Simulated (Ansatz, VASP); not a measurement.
# Cross-check of Sn between VASP and Ansatz

Wanted: the spread between two codes on one cell, functional and k mesh. The cell is taken from a series of runs on this material, whose earlier steps may have relaxed, scaled, displaced or heated it; both programs get it as it stands.

Calculated with Ansatz 0.2.0; plane waves, with VASP 6.6.1 beside it; zone-centre phonons at LDA.

### 1. The structure

It takes space group I4_1/amd (No. 141, tetragonal). Conventional cell: a = 4.532 Å, b = 4.532 Å, c = 6.541 Å, α = 90.00°, β = 90.00°, γ = 90.00°. Sn has 4 Sn at 2.79 Å nearest.

### 2. Ansatz: zone-centre phonons, LDA

Ansatz runs on its PAW soft_1 files.

Second derivatives magnify differences that forces hide, and they need a tight electronic threshold.

Contents of input.yaml:

```yaml
crystal:
  lattice:
    - [0.0, 3.2043624863, 3.2702519309]
    - [3.2043624863, 0.0, 3.2702519309]
    - [3.2043624863, 3.2043624863, 0.0]
  atoms:
    - { symbol: Sn, position: [0.5, 0.5, 0.5] }
    - { symbol: Sn, position: [0.75, 0.75, 0.75] }
kpoints:
  mp_grid: { grid: [12, 12, 12] }
hamiltonian:
  xc: lda
  pseudopotentials: { kind: paw, azcp: { folder: soft_1 }, xc_functional: pbe }
scf:
  occupations: { method: methfessel_paxton, width: 0.2 }
output:
  eigenvalues: true
phonons:
  method: dfpt
```

Started as:

```
ansatz run input.yaml --threads 4 --pin off --max-ram 10240MiB --backend cpu --events-out ev --progress --plain --runs-dir out
```

Numbers of over 12 decimals in the logs are rounded to 6 here.

The log of the run:

```text
zone centre: on kpoints.mp_grid the ground state, and the responses unless they are solved on pairs of k-points, stand on 280 of the mesh's 1728 k-points, reduced under 4 symmetry operations, with k and −k counted as one. Each operation leaves every solved displacement unchanged or reverses it
Engine: ansatz 0.2.0, x86_64-unknown-linux-gnu
Pseudopotentials: kind: paw
Pseudopotential: Sn, paw, valence charge 14, recommended cutoff 420 eV (normal), soft_1/Sn.paw.azcp
Functional definition: SPW92
  exchange = slater_x
  correlation = pw_c
Crystal: 2 atoms, lattice volume = 67.157 Å³
Basis set: ecut = 420 eV, 1331 PW (Γ), exchange–correlation on 64×64×64 points (8 copies of the dense FFT grid, shifted against one another)
Bands: 18, of which v1, the nominal top of the filled ones, is band 14 counted from 1 (13 counted from 0)
Symmetry: 16 space group operations
k-points: 280 of 1728 (irreducible under 4 space group operations, time reversal used)
Non-local potential: Sn, projectors of the file, l = 0: 2, l = 1: 2, l = 2: 2, l = 3: 1
PAW form: soft (Blöchl's): semilocal exchange-correlation on the pseudo side does not see the compensation charge
PAW frozen core: Sn, regenerated for the run's functional, and the local potential with it (the file was generated under x = pbe(κ = 0.804, μ = 0.219515), c = pbe(β = 0.066725))
PAW one-centre angular grid: Sn, 590 points (default); XC on 64 Gauss nodes
Initial density: superposition of atomic densities (chi_scale 0.1, normalization cell)
Initial wavefunctions: pseudopotential atomic-orbital guess
Functional: x = slater, c = lda
SCF iter   1: F=—  HF=-11759.278769 eV  |F-HF|=—  |Δ(HF+E_count)|=         —  Δρ=2.30e-2  dr2=3.95e-1  ethr=3.10e-3  ⟨swp⟩=5.7  Hψ=26257  notcnv=0
preconditioner: auto → Kerker (q_TF=auto, 2.358 Å⁻¹)  [metal: Δε(μ)=0.044 eV  Ē_g=20.002 eV  σ=0.200 eV  W_gap=0.18  n_scr=14 (ndim 8)  ℏωp=24.0 eV  f_vac=0.003  D(μ)=0.15/eV (n_scr^D=0)]
SCF iter   2: F=—  HF=-11759.200419 eV  |F-HF|=—  |Δ(HF+E_count)|=   7.84e-2  S|Δr|=    0.00e0  Δρ=1.46e-2  dr2=1.86e-1  ethr=1.41e-3  ⟨swp⟩=1.0  Hψ=7283  notcnv=0
SCF iter   3: F=—  HF=-11759.148816 eV  |F-HF|=—  |Δ(HF+E_count)|=   5.16e-2  S|Δr|=    0.00e0  Δρ=3.17e-3  dr2=1.79e-2  ethr=6.63e-4  ⟨swp⟩=1.3  Hψ=5354  notcnv=0
SCF iter   4: F=—  HF=-11759.146261 eV  |F-HF|=—  |Δ(HF+E_count)|=   2.55e-3  S|Δr|=    0.00e0  Δρ=1.60e-3  dr2=3.04e-3  ethr=6.40e-5  ⟨swp⟩=2.0  Hψ=6076  notcnv=0
SCF iter   5: F=—  HF=-11759.146423 eV  |F-HF|=—  |Δ(HF+E_count)|=   1.62e-4  S|Δr|=    0.00e0  Δρ=2.68e-4  dr2=5.71e-5  ethr=1.09e-5  ⟨swp⟩=2.0  Hψ=6161  notcnv=0
SCF iter   6: F=—  HF=-11759.146441 eV  |F-HF|=—  |Δ(HF+E_count)|=   1.83e-5  S|Δr|=    0.00e0  Δρ=5.09e-5  dr2=1.39e-6  ethr=2.04e-7  ⟨swp⟩=2.0  Hψ=6162  notcnv=0
SCF iter   7: F=—  HF=-11759.146442 eV  |F-HF|=—  |Δ(HF+E_count)|=   8.27e-7  S|Δr|=    0.00e0  Δρ=8.14e-6  dr2=3.08e-8  ethr=4.96e-9  ⟨swp⟩=3.0  Hψ=8928  notcnv=0
SCF iter   8: F=—  HF=-11759.146442 eV  |F-HF|=—  |Δ(HF+E_count)|=   6.06e-8  S|Δr|=    0.00e0  Δρ=1.43e-6  dr2=1.77e-9  ethr=1.10e-10  ⟨swp⟩=3.0  Hψ=9062  notcnv=0
SCF iter   9: F=—  HF=-11759.146442 eV  |F-HF|=—  |Δ(HF+E_count)|=   1.03e-9  S|Δr|=    0.00e0  Δρ=2.91e-7  dr2=4.13e-11  ethr=6.34e-12  ⟨swp⟩=2.7  Hψ=8972  notcnv=0
SCF iter  10: F=-11759.146442 eV  HF=-11759.146442 eV  |F-HF|=3.64e-12  |Δ(HF+E_count)|=  4.37e-11  S|Δr|=    0.00e0  Δρ=5.54e-8  dr2=1.46e-12  ethr=1.00e-12  ⟨swp⟩=6.1  Hψ=20869  notcnv=0
SCF 1 converged in 10 iterations: F = -11759.146442 eV  dr2 = 1.46e-12
  greatest PAW one-centre occupation: 0.992 electrons in one spin orbital (limit 2), on the Sn atom at site 1 (counted from 0), in its partial waves of l = 2
DFPT response loops at Γ: preconditioner auto → Kerker (q_TF=auto, 2.358 Å⁻¹) (partly filled bands, converged f_vac=0.081); β = 1.00, the filter's whole step (`scf.mixing.beta` (0.50) is not read by the response loops under this deck's `scf.mixing.preconditioner`; to damp them name `kerker` or `kerker_dos`, under which they read `scf.mixing.beta`, and type it under 1.00, their step now; both keys bind the ground state too); Broyden in place of MSR1
SCF converged after 10 iterations
Stability not checked: this state was not tested for a lower state beside it, because cold or Methfessel-Paxton smearing, or corrected tetrahedra, fill the levels in a way that the test cannot read (fill_not_monotonic; see scf.lower_state_search)
Free energy (F): -11759.146442 eV
Harris-Foulkes:  -11759.146442 eV  (|F-HF|=3.64e-12)
Internal energy: -11759.145985 eV  (E = F + TS)
E sigma→0 (E₀):  -11759.146328 eV
Entropy (-TS):   -0.000457 eV (-0.229 meV/atom)
Fermi energy:    7.755847 eV
--- Per-component energies (eV) ---
  E_band       = -249.374697
  E_kinetic    = 339.562810
  E_local      = -2607.959384  (includes V_loc(G=0)·N_el)
  E_nonlocal   = 299.066445
  E_hartree    = 1267.339353
  E_xc         = -250.206280
  E_vxc        = -162.565723  (∫ρ·V_xc dr)
  E_paw        = -8451.405367  (= ΣΔE_a)
  E_vpaw       = -652.158131  (= ΣTr[D̂ρ^β])
  E_aug_tail   = 0.000543  (compensation charges beyond the density's cutoff)
  E_ewald      = -2356.393887
  E_core_change = 0.849782  (= ΣΔE_core)
  E_smearing   = -0.000457  (= −TS)
  E_closure    = 0.000000  (closes the sum)
  Σ components = -11759.146442   (vs F -11759.146442, Δ=0.00e0)
--- Band table (eV; the first three rows and the last of 280) ---
  k-point 0: bands = [... 10 lower, -3.0112, 7.0324, 7.7657, 7.9052, 7.9052, 9.8988, 9.8988, 9.9821]
  k-point 1: bands = [... 10 lower, -2.9427, 6.1590, 7.6638, 7.7610, 8.2593, 10.0867, 10.1084, 10.2441]
  k-point 2: bands = [... 10 lower, -2.7401, 4.8901, 7.3516, 7.4571, 8.2656, 10.4859, 10.5067, 11.1091]
  k-point 279: bands = [... 10 lower, 0.0810, 0.0810, 5.3316, 5.3316, 8.6010, 8.6010, 15.5081, 15.5081]
--- Phonons (Γ-DFPT): 2 representative perturbations + reference, on 280 of 1728 k-points (Σ response iterations 6) ---
  k mesh reduced under 4 symmetry operations, with k and −k counted as one. Each operation leaves every solved displacement unchanged or reverses it
  ASR residual: 1.386e-5 → 0.000e0 eV/Å²; symmetrization residual: 1.612e-12 eV/Å²
  ASR residual per site (eV/Å²): 1.39e-5 1.39e-5
  Γ frequencies (cm⁻¹): 0.00 0.00 0.00 186.20 186.20 187.40
  non-analytic LO–TO correction: not included (Born effective charges unavailable; polar crystals: no LO–TO splitting at Γ)
```

### 3. VASP: zone-centre phonons, LDA

The same cell, functional (in two slightly different forms), mesh and smearing now go to VASP, with its own data sets.

Lines of VASP's logs that name or quote its potential files are left out, and so is its time.

Contents of INCAR:

```
SYSTEM = Sn
PREC = Accurate
ENCUT = 500
EDIFF = 1E-08
NELM = 120
ISMEAR = 1
SIGMA = 0.2
LREAL = .FALSE.
ALGO = Normal
GGA = CA
NBANDS = 20
LORBIT = 11
LWAVE = .FALSE.
LCHARG = .FALSE.
ISIF = 2
IBRION = 8
LASPH = .TRUE.
GGA_COMPAT = .FALSE.
KPAR = 2
```

Contents of POSCAR:

```
Sn
1.0
    0.0000000000      3.2043624863      3.2702519309
    3.2043624863      0.0000000000      3.2702519309
    3.2043624863      3.2043624863      0.0000000000
Sn
2
Direct
    0.5000000000      0.5000000000      0.5000000000
    0.7500000000      0.7500000000      0.7500000000
```

Contents of KPOINTS:

```
Automatic mesh
0
Gamma
12 12 12
0 0 0
```

The projector-augmented-wave data sets are Sn_d (LDA family, release 64).

Started as:

```
mpirun -np 2 vasp_std
```

The log of the run:

```text
[banner, memory and clock lines left out]
running    2 mpi-ranks, on    1 nodes
 distrk:  each k-point on    1 cores,    2 groups
 distr:  one band on    1 cores,    1 groups

 POSCAR found type information on POSCAR Sn
 POSCAR found :  1 types and       2 ions
 LDA part: xc-table for (Slater(with rela. corr.)+CA(PZ))
 , standard interpolation
 POSCAR, INCAR and KPOINTS ok, starting setup
 FFT: planning ... GRIDC
 FFT: planning ... GRID_SOFT
 FFT: planning ... GRID
 WAVECAR not read
 entering main loop
       N       E                     dE             d eps       ncg     rms          rms(c)
DAV:   1     0.223346573492E+03    0.22335E+03   -0.14802E+04  6560   0.200E+03
DAV:   2     0.148021344628E+02   -0.20854E+03   -0.20471E+03  6536   0.442E+02
DAV:   3    -0.829615028576E+01   -0.23098E+02   -0.22946E+02  7428   0.143E+02
DAV:   4    -0.904528761097E+01   -0.74914E+00   -0.74868E+00  7440   0.293E+01
DAV:   5    -0.907128933096E+01   -0.26002E-01   -0.26001E-01  8908   0.533E+00    0.339E+00
DAV:   6    -0.898236327209E+01    0.88926E-01   -0.44073E-02  8288   0.230E+00    0.190E+00
DAV:   7    -0.893865900274E+01    0.43704E-01   -0.63695E-02  6828   0.227E+00    0.148E-01
DAV:   8    -0.893924961052E+01   -0.59061E-03   -0.54782E-03  7528   0.829E-01    0.550E-02
DAV:   9    -0.893933717607E+01   -0.87566E-04   -0.17759E-04  8564   0.100E-01    0.143E-02
DAV:  10    -0.893933665167E+01    0.52440E-06   -0.15117E-05  8844   0.458E-02    0.428E-03
DAV:  11    -0.893933706213E+01   -0.41046E-06   -0.11433E-06  7108   0.737E-03    0.161E-03
DAV:  12    -0.893933706270E+01   -0.57253E-09   -0.51295E-08  7036   0.201E-03
   1 F= -.89393371E+01 E0= -.89391849E+01  d E =-.456452E-03
 Linear response reoptimize wavefunctions to high precision
DAV:   1    -0.893933706302E+01   -0.32014E-09   -0.53754E-09  6772   0.630E-04
DAV:   2    -0.893933706304E+01   -0.19099E-10   -0.33116E-10  4220   0.187E-04
 Linear response DOF=           2
 Linear response progress:
  Degree of freedom:   1/  2
       N       E                     dE             d eps       ncg     rms          rms(c)
RMM:   1    -0.216328206837E+00   -0.21633E+00    0.61994E-01 23886   0.104E+01
RMM:   2    -0.223224600767E+00   -0.68964E-02   -0.20352E-02 33336   0.120E+00    0.708E-02
RMM:   3    -0.223412911580E+00   -0.18831E-03   -0.16858E-03 35010   0.331E-01    0.329E-02
RMM:   4    -0.223335392547E+00    0.77519E-04   -0.11829E-04 35028   0.999E-02    0.110E-02
RMM:   5    -0.223334809326E+00    0.58322E-06   -0.18366E-05 35760   0.330E-02    0.385E-03
RMM:   6    -0.223336952319E+00   -0.21430E-05   -0.12595E-06 35208   0.972E-03    0.177E-03
RMM:   7    -0.223336838414E+00    0.11391E-06   -0.47836E-07 35187   0.353E-03    0.355E-04
RMM:   8    -0.223334646043E+00    0.21924E-05   -0.19531E-07 36096   0.130E-03    0.250E-04
RMM:   9    -0.223333308241E+00    0.13378E-05   -0.49560E-08 36098   0.538E-04    0.404E-05
RMM:  10    -0.223333630931E+00   -0.32269E-06   -0.46749E-08 37364   0.252E-04    0.352E-05
RMM:  11    -0.223333516500E+00    0.11443E-06   -0.11863E-08 36709   0.147E-04    0.809E-06
RMM:  12    -0.223333497783E+00    0.18718E-07   -0.50549E-08 38796   0.988E-05    0.623E-06
RMM:  13    -0.223333479657E+00    0.18125E-07   -0.89350E-09 37728   0.784E-05    0.228E-06
RMM:  14    -0.223333466612E+00    0.13046E-07   -0.15021E-09 38092   0.691E-05    0.818E-07
RMM:  15    -0.223333454683E+00    0.11929E-07    0.78276E-09 35757   0.646E-05    0.427E-07
RMM:  16    -0.223333457829E+00   -0.31460E-08    0.20707E-09 28378   0.620E-05    0.316E-07
 first order change of Fermi-energy   0.13375E-04
 force on displaced ion       1 direction 1 :  -7.675   0.000   0.000
 Linear response progress:
  Degree of freedom:   2/  2
       N       E                     dE             d eps       ncg     rms          rms(c)
RMM:   1    -0.216500492878E+00   -0.21650E+00    0.59464E-01 14050   0.102E+01
RMM:   2    -0.223347337964E+00   -0.68468E-02   -0.20434E-02 19620   0.120E+00    0.718E-02
RMM:   3    -0.223540408526E+00   -0.19307E-03   -0.17036E-03 20567   0.332E-01    0.335E-02
RMM:   4    -0.223466419894E+00    0.73989E-04   -0.11797E-04 20655   0.100E-01    0.110E-02
RMM:   5    -0.223467835692E+00   -0.14158E-05   -0.15112E-05 21044   0.329E-02    0.379E-03
RMM:   6    -0.223469659600E+00   -0.18239E-05   -0.10009E-06 20599   0.981E-03    0.173E-03
RMM:   7    -0.223469111914E+00    0.54769E-06    0.90088E-08 20709   0.358E-03    0.329E-04
RMM:   8    -0.223466853169E+00    0.22587E-05    0.22620E-07 21195   0.132E-03    0.220E-04
RMM:   9    -0.223465556412E+00    0.12968E-05    0.17699E-08 21134   0.542E-04    0.403E-05
RMM:  10    -0.223465856718E+00   -0.30031E-06    0.17736E-07 22006   0.255E-04    0.360E-05
RMM:  11    -0.223465744481E+00    0.11224E-06    0.10958E-08 21403   0.145E-04    0.980E-06
RMM:  12    -0.223465719726E+00    0.24756E-07   -0.10717E-08 22676   0.946E-05    0.642E-06
RMM:  13    -0.223465693684E+00    0.26041E-07   -0.83828E-09 22008   0.731E-05    0.179E-06
RMM:  14    -0.223465680889E+00    0.12796E-07   -0.63355E-09 22423   0.622E-05    0.941E-07
RMM:  15    -0.223465664106E+00    0.16783E-07   -0.28720E-09 21875   0.572E-05    0.923E-07
RMM:  16    -0.223465671550E+00   -0.74448E-08   -0.22138E-09 18044   0.541E-05    0.479E-07
 first order change of Fermi-energy   0.25214E-03
 force on displaced ion       1 direction 3 :  -0.000  -0.000  -7.749
 Linear response finished
```

Parts of OUTCAR (step 3):

```text
ion  position               nearest neighbor table
   1  0.500  0.500  0.500-   2 2.79   2 2.79   2 2.79   2 2.79
   2  0.750  0.750  0.750-   1 2.79   1 2.79   1 2.79   1 2.79

  LATTYP: Found a body centered tetragonal cell.
 ALAT       =     4.5316528869
 C/A-ratio  =     1.4432932144

 Subroutine GETGRP returns: Found 16 space group operations
 (whereof  8 operations were pure point group operations)

The static configuration has the point symmetry D_2d.
 The point group associated with its full space group is D_4h.

 Found    163 irreducible k-points:

   k-points           NKPTS =    163   k-points in BZ     NKDIM =    163   number of bands    NBANDS=     20

   dimension x,y,z NGX =    36 NGY =   36 NGZ =   36
   dimension x,y,z NGXF=    72 NGYF=   72 NGZF=   72

   ENCUT  =  500.0 eV  36.75 Ry    6.06 a.u.   8.35  8.35  8.26*2*pi/ulx,y,z

   NELECT =      28.0000    total number of electrons

 k-points in reciprocal lattice and weights: Automatic mesh
   0.00000000  0.00000000  0.00000000       0.001
   0.08333333  0.00000000  0.00000000       0.005
   0.16666667  0.00000000  0.00000000       0.005
   0.25000000  0.00000000  0.00000000       0.005
   0.33333333  0.00000000  0.00000000       0.005
   0.41666667 -0.00000000  0.00000000       0.005
   0.50000000  0.00000000  0.00000000       0.002
   0.08333333  0.08333333  0.00000000       0.001
   0.16666667  0.08333333  0.00000000       0.005
[...]
-0.33333333  0.16666667  0.50000000       0.002
  -0.25000000  0.25000000  0.50000000       0.001

 average (electrostatic) potential at core
       1-101.2320       2-101.2320

  Total        0.2859107      0.2859107      0.0043114      0.0000000     -0.0000000      0.0000000
  in kB        6.8209754      6.8209754      0.1028578      0.0000000     -0.0000000      0.0000000
  external PRESSURE =       4.5816029 kB  Pullay stress =       0.0000000 kB

  energy-cutoff  :      500.00
  volume of cell :       67.16
      direct lattice vectors                 reciprocal lattice vectors
     0.000000000  3.204362486  3.270251931    -0.156037278  0.156037278  0.152893419
     3.204362486  0.000000000  3.270251931     0.156037278 -0.156037278  0.152893419
     3.204362486  3.204362486  0.000000000     0.156037278  0.156037278 -0.152893419

 POSITION                                       TOTAL-FORCE (eV/Angst)
 -----------------------------------------------------------------------------------
      3.20436      3.20436      3.27025         0.000000      0.000000      0.000000
      4.80654      4.80654      4.90538        -0.000000     -0.000000     -0.000000
 -----------------------------------------------------------------------------------
    total drift:                                0.000000      0.000000      0.000000

 Eigenvectors and eigenvalues of the dynamical matrix
 ----------------------------------------------------

   1 f  =    5.648599 THz    35.491197 2PiTHz  188.416994 cm-1    23.360719 meV
             X         Y         Z           dx          dy          dz
      3.204362  3.204362  3.270252     0.000000    0.000000   -0.707107
      4.806544  4.806544  4.905378     0.000000    0.000000    0.707107

   2 f  =    5.621617 THz    35.321662 2PiTHz  187.516964 cm-1    23.249130 meV
             X         Y         Z           dx          dy          dz
      3.204362  3.204362  3.270252    -0.707107    0.000000    0.000000
      4.806544  4.806544  4.905378     0.707107    0.000000    0.000000

   3 f  =    5.621617 THz    35.321662 2PiTHz  187.516964 cm-1    23.249130 meV
             X         Y         Z           dx          dy          dz
      3.204362  3.204362  3.270252     0.000000   -0.707107    0.000000
      4.806544  4.806544  4.905378     0.000000    0.707107    0.000000

   4 f  =    0.000000 THz     0.000000 2PiTHz    0.000000 cm-1     0.000000 meV
             X         Y         Z           dx          dy          dz
      3.204362  3.204362  3.270252     0.707107    0.000000    0.000000
      4.806544  4.806544  4.905378     0.707107    0.000000    0.000000

   5 f  =    0.000000 THz     0.000000 2PiTHz    0.000000 cm-1     0.000000 meV
             X         Y         Z           dx          dy          dz
      3.204362  3.204362  3.270252     0.000000    0.707107    0.000000
      4.806544  4.806544  4.905378     0.000000    0.707107    0.000000

   6 f  =    0.000000 THz     0.000000 2PiTHz    0.000000 cm-1     0.000000 meV
             X         Y         Z           dx          dy          dz
      3.204362  3.204362  3.270252     0.000000    0.000000    0.707107
      4.806544  4.806544  4.905378     0.000000    0.000000    0.707107

 ELASTIC MODULI CONTR FROM IONIC RELAXATION (kBar)
 Direction    XX          YY          ZZ          XY          YZ          ZX
 --------------------------------------------------------------------------------
 XX           0.0000      0.0000      0.0000      0.0000      0.0000      0.0000
 YY           0.0000      0.0000      0.0000      0.0000      0.0000      0.0000
 ZZ           0.0000      0.0000      0.0000      0.0000      0.0000      0.0000
 XY           0.0000      0.0000      0.0000   -242.1436      0.0000      0.0000
 YZ           0.0000      0.0000      0.0000      0.0000   -252.5145      0.0000
 ZX           0.0000      0.0000      0.0000      0.0000      0.0000   -220.1178
 --------------------------------------------------------------------------------
```

### 4. Side by side

Known differences besides the potentials themselves: the two LDA forms differ slightly; the cutoff is 420 eV in Ansatz and 500 eV in VASP; VASP's log shows a relativistic correction to its local exchange, Ansatz's none. Total energies have different zeros and are not compared.

Compared:

| quantity | Ansatz | VASP | difference |
| --- | --- | --- | --- |
| optical mode 1 to 2 (cm⁻¹) | 186.2 | 187.5 | -0.70 % |
| optical mode 3 (cm⁻¹) | 187.4 | 188.4 | -0.54 % |

Modes are paired by rising frequency, not by their patterns, so a pair may set unlike modes beside each other; they are those without the splitting of longitudinal modes.

### 5. Outcome

```yaml
r_m_s_difference_of_the_optical_zone_centre_modes_each_program_s_sorted_by_frequency_zone_centre_phonons_lda: 1.2 cm⁻¹
difference_in_optical_mode_1_to_2_zone_centre_phonons_lda: -0.7 %
```

The r.m.s. difference of the optical zone-centre modes, each program's sorted by frequency is 1.2 cm⁻¹ (zone-centre phonons, LDA). Among the rows given in per cent, the largest difference of the zone-centre phonons, LDA pair is in optical mode 1 to 2, -0.7 %. Such differences can come from data sets, numerical settings and the points named under the comparisons, not from the functional's error against experiment.

[Lines on the potential files, build, host, timing and source positions are cut from VASP's logs without a mark.]

[Logs are printed without paths, hosts, clocks, repeated set-up lines and the standing remarks that a program may print on its own settings, such as how far it seeks lower states.]

[Hosts, paths, dates, database ids (printed as entryN), source tags and the programs' standing remarks are cut or masked in the printed files.]
